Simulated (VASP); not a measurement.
Calculation: PBE GGA with spin-orbit coupling, VASP's PBE PAW potentials (set 64) (plane waves; VASP).

The input files of a VASP run:

POSCAR:
```
PbO2
1
    4.9600000000     0.0000000000     0.0000000000
    0.0000000000     4.9600000000     0.0000000000
    0.0000000000     0.0000000000     3.3900000000
Pb O
2 4
Direct
  0.0000000000   0.0000000000   0.0000000000
  0.5000000000   0.5000000000   0.5000000000
  0.3070000000   0.3070000000   0.0000000000
  0.8070000000   0.1930000000   0.5000000000
  0.1930000000   0.8070000000   0.5000000000
  0.6930000000   0.6930000000   0.0000000000
```

### INCAR
```
LNONCOLLINEAR  =  .TRUE.
SIGMA  =  0.1
GGA  =  PE
ISMEAR  =  0   ! Gaussian
LMAXMIX  =  4
ISIF  =  2   ! forces and stress, cell fixed
PREC  =  Accurate
ALGO  =  Normal   ! blocked Davidson
LORBIT  =  11   ! lm-projected
EDIFF  =  1E-6   ! SCF stop (eV)
NELM  =  100
LSORBIT  =  .TRUE.
LCHARG  =  .FALSE.
ENCUT  =  400   ! plane-wave cut-off (eV)
LWAVE  =  .FALSE.
LASPH  =  .TRUE.
SYSTEM  =  PbO2
GGA_COMPAT  =  .FALSE.
MAGMOM  =  18*0.0
LREAL  =  .FALSE.   ! projection in real space or not
```

KPOINTS:
```
Automatic
0
Gamma
5 5 7
0 0 0
```

POTCAR, in this order: Pb_d O (PBE.64 set). Program: vasp_ncl.

Output of the run:

**OUTCAR**
```
 ion  position               nearest neighbor table
   1  0.000  0.000  0.000-   3 2.15   6 2.15   5 2.17   4 2.17   4 2.17   5 2.17   2 3.90   2 3.90
                             2 3.90   2 3.90   2 3.90   2 3.90   2 3.90   2 3.90
   2  0.500  0.500  0.500-   4 2.15   5 2.15   3 2.17   6 2.17   3 2.17   6 2.17   1 3.90   1 3.90
                             1 3.90   1 3.90   1 3.90   1 3.90   1 3.90   1 3.90
   3  0.307  0.307  0.000-   1 2.15   2 2.17   2 2.17
   4  0.807  0.193  0.500-   2 2.15   1 2.17   1 2.17
   5  0.193  0.807  0.500-   2 2.15   1 2.17   1 2.17
   6  0.693  0.693  0.000-   1 2.15   2 2.17   2 2.17
  LATTYP: Found a simple tetragonal cell.
 ALAT       =     4.9600000000
 C/A-ratio  =     0.6834677419
 Subroutine PRICEL returns:
 Original cell was already a primitive cell.
 Subroutine GETGRP returns: Found 16 space group operations
The static configuration has the point symmetry D_2h.
 The point group associated with its full space group is D_4h.
The dynamic configuration has the point symmetry D_2h.
The overall configuration has the point symmetry D_2h.
 Subroutine INISYM returns: Found 16 space group operations
 Subroutine IBZKPT returns following result:
 Found     24 irreducible k-points:

 Following reciprocal coordinates:
            Coordinates               Weight
...
```

File OSZICAR:
```
       N       E                     dE             d eps       ncg     rms          rms(c)
DAV:   1     0.722575208679E+03    0.72258E+03   -0.21653E+04  2976   0.173E+03
DAV:   2     0.887352001064E+02   -0.63384E+03   -0.61127E+03  3238   0.532E+02
DAV:   3    -0.305909118221E+02   -0.11933E+03   -0.11622E+03  3672   0.261E+02
DAV:   4    -0.378749791430E+02   -0.72841E+01   -0.71991E+01  4024   0.713E+01
DAV:   5    -0.380744784758E+02   -0.19950E+00   -0.19902E+00  4056   0.124E+01    0.137E+01
DAV:   6    -0.324292814053E+02    0.56452E+01   -0.22939E+01  4232   0.585E+01    0.433E+00
DAV:   7    -0.325267144347E+02   -0.97433E-01   -0.21755E+00  3704   0.116E+01    0.276E+00
DAV:   8    -0.325170377670E+02    0.96767E-02   -0.40703E-01  4376   0.778E+00    0.109E+00
DAV:   9    -0.324918073054E+02    0.25230E-01   -0.87188E-02  4600   0.467E+00    0.269E-01
DAV:  10    -0.324921816036E+02   -0.37430E-03   -0.12937E-02  4440   0.105E+00    0.102E-01
DAV:  11    -0.324925588069E+02   -0.37720E-03   -0.12584E-03  4568   0.466E-01    0.236E-02
DAV:  12    -0.324925969375E+02   -0.38131E-04   -0.75440E-05  4288   0.104E-01    0.807E-03
DAV:  13    -0.324925981716E+02   -0.12341E-05   -0.10990E-05  4456   0.253E-02    0.901E-03
DAV:  14    -0.324925958280E+02    0.23436E-05   -0.37748E-06  3248   0.354E-02    0.275E-03
DAV:  15    -0.324925955374E+02    0.29052E-06   -0.94335E-07  2168   0.123E-02
   1 F= -.32492596E+02 E0= -.32492140E+02  d E =-.911843E-03  mag=     0.0000    -0.0000     0.0000
```

File OUTCAR:
```
------------------------ aborting loop because EDIFF is reached ----------------------------------------
  FORCE on cell =-STRESS in cart. coord.  units (eV):
  Direction    XX          YY          ZZ          XY          YZ          ZX
  --------------------------------------------------------------------------------------
  Total        1.5197019      1.5197019      2.6571437     -0.0000000      0.0000000      0.0000000
  in kB       29.1948296     29.1948296     51.0461009     -0.0000000      0.0000000      0.0000000
  external PRESSURE =      36.4785867 kB  Pullay stress =       0.0000000 kB
  volume of cell :       83.40
      direct lattice vectors                 reciprocal lattice vectors
     4.960000000  0.000000000  0.000000000     0.201612903  0.000000000  0.000000000
     0.000000000  4.960000000  0.000000000     0.000000000  0.201612903  0.000000000
     0.000000000  0.000000000  3.390000000     0.000000000  0.000000000  0.294985251
 POSITION                                       TOTAL-FORCE (eV/Angst)
 -----------------------------------------------------------------------------------
      0.00000      0.00000      0.00000         0.000000      0.000000     -0.000000
      2.48000      2.48000      1.69500         0.000000      0.000000     -0.000000
      1.52272      1.52272      0.00000        -0.023268     -0.023268      0.000000
      4.00272      0.95728      1.69500        -0.023268      0.023268      0.000000
      0.95728      4.00272      1.69500         0.023268     -0.023268     -0.000000
      3.43728      3.43728      0.00000         0.023268      0.023268     -0.000000
 -----------------------------------------------------------------------------------
    total drift:                                0.000000     -0.000000     -0.000000
  FREE ENERGIE OF THE ION-ELECTRON SYSTEM (eV)
  ---------------------------------------------------
  free  energy   TOTEN  =       -32.4925955374 eV

  energy  without entropy=      -32.4916836946  energy(sigma->0) =      -32.49213962

 total charge

# of ion       s       p       d       tot
------------------------------------------
    1        1.027   0.806  10.045  11.878
    2        1.027   0.806  10.045  11.878
    3        1.605   3.416   0.000   5.020
    4        1.605   3.416   0.000   5.020
    5        1.605   3.416   0.000   5.020
    6        1.605   3.416   0.000   5.020
--------------------------------------------------
tot          8.473  15.274  20.090  43.837

 magnetization (x)

# of ion       s       p       d       tot
------------------------------------------
    1        0.000   0.000   0.000   0.000
    2        0.000   0.000   0.000   0.000
    3        0.000   0.000   0.000   0.000
    4        0.000   0.000   0.000   0.000
    5        0.000   0.000   0.000   0.000
    6        0.000   0.000   0.000   0.000
--------------------------------------------------
tot          0.000   0.000   0.000   0.000

 magnetization (y)

# of ion       s       p       d       tot
------------------------------------------
    1        0.000   0.000   0.000   0.000
    2        0.000   0.000   0.000   0.000
    3        0.000   0.000   0.000   0.000
    4        0.000   0.000   0.000   0.000
    5        0.000   0.000   0.000   0.000
    6        0.000   0.000   0.000   0.000
--------------------------------------------------
tot          0.000   0.000   0.000   0.000

 magnetization (z)

# of ion       s       p       d       tot
------------------------------------------
    1       -0.000   0.000   0.000   0.000
    2        0.000  -0.000   0.000   0.000
    3        0.000   0.000   0.000   0.000
    4        0.000   0.000   0.000   0.000
    5        0.000   0.000   0.000   0.000
    6        0.000   0.000   0.000   0.000
--------------------------------------------------
tot         -0.000  -0.000   0.000   0.000

 Ion:    1  E_soc:     -0.7324352

 Ion:    2  E_soc:     -0.7324352

 Ion:    3  E_soc:     -0.0007480

 Ion:    4  E_soc:     -0.0007480

 Ion:    5  E_soc:     -0.0007480

 Ion:    6  E_soc:     -0.0007480
```
(Selected blocks of OUTCAR.)

At this cut-off the stress carries a Pulay error, which pulls relaxed volumes low.

The structure is a typed PbO2 crystal (P4_2/mnm). The cell was not relaxed at this level. The run is one of a series of settings (GGA_COMPAT = .FALSE., LNONCOLLINEAR = .TRUE., LSORBIT = .TRUE., MAGMOM = 0.0 0.0 0.0 0.0 0.0 0.0 0.0 0.0 0.0 0.0 0.0 0.0 0.0 0.0 0.0 0.0 0.0 0.0, program vasp_ncl against the base run), some of them coarse on purpose.
